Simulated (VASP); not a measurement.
```xyz
2
Lattice="3.0597 0.0000 0.0000 0.0000 3.0597 0.0000 0.0000 0.0000 3.0597" Properties=species:S:1:pos:R:3 pbc="T T T"
Os     0.0000     0.0000     0.0000
Ti     1.5298     1.5298     1.5298
```

Level of theory: PBEsol GGA with spin-orbit coupling, VASP's PBE PAW potentials (set 64) (plane waves; VASP). Settings: 400 eV cut-off, 11×11×11 Γ-centred mesh, Gaussian smearing of 0.050 eV, potentials Os Ti_sv.

Q: The job: TiOs (space group Pm-3m), 2 atoms, PBEsol+SOC, static run, 400 eV, 11×11×11 Γ-centred mesh. Roughly how much core time does it take on a busy server core?

A: About 2 core-minutes (one run on a shared machine, a rough figure). It had 56 irreducible k-points, 28 bands, up to 1066 plane waves and 15 electronic steps.

The structure comes from a measured TiOs entry (Pm-3m) of the Crystallography Open Database, whose conditions weren't checked. It was relaxed first.
